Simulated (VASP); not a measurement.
Crystal: Al.

```
CELL_PARAMETERS angstrom
0.00000 2.02481 2.02481
2.02481 0.00000 2.02481
2.02481 2.02481 0.00000
ATOMIC_POSITIONS crystal
Al 0.00000 0.00000 0.00000
```

```yaml
Program: VASP 6.6.1
Task: relaxation of cell and atoms
Functional: PBEsol
Potentials_or_basis: VASP PAW PBE potentials, release 64 (Al)
Cutoff: 600 eV
k_mesh: 16 × 16 × 16
Occupations: methfessel-paxton, width 0.1 eV
Spin: no spin polarisation
```

At the start: pressure -2.0 GPa; volume 16.60 Å³/atom.

Task: How do energy, volume and symmetry change on relaxing?

Result: Over 3 steps the energy falls by 2.7 meV/atom and the volume is 16.19 Å³/atom (-2.5 %); space group Fm-3m (No. 225, to 0.05 Å).

The path:
| step | energy change (eV) | largest force (eV/Å) | pressure (GPa) | volume (Å³) |
| --- | --- | --- | --- | --- |
| 1 | 0.0000 | 0.0000 | -2.01 | 16.60 |
| 2 | -0.0026 | 0.0000 | 0.43 | 16.11 |
| 3 | -0.0027 | 0.0000 | 0.00 | 16.19 |

Final structure:
```cif
data_structure
_symmetry_space_group_name_H-M 'P 1'
_symmetry_Int_Tables_number 1
_cell_length_a 2.8395
_cell_length_b 2.8395
_cell_length_c 2.8395
_cell_angle_alpha 60.000
_cell_angle_beta 60.000
_cell_angle_gamma 60.000
_cell_volume 16.19
loop_
_atom_site_label
_atom_site_type_symbol
_atom_site_fract_x
_atom_site_fract_y
_atom_site_fract_z
_atom_site_occupancy
Al1 Al 0.00000 0.00000 0.00000 1
```

Caveat: the PAW data sets were made with another functional, which shifts forces and pressure a little.
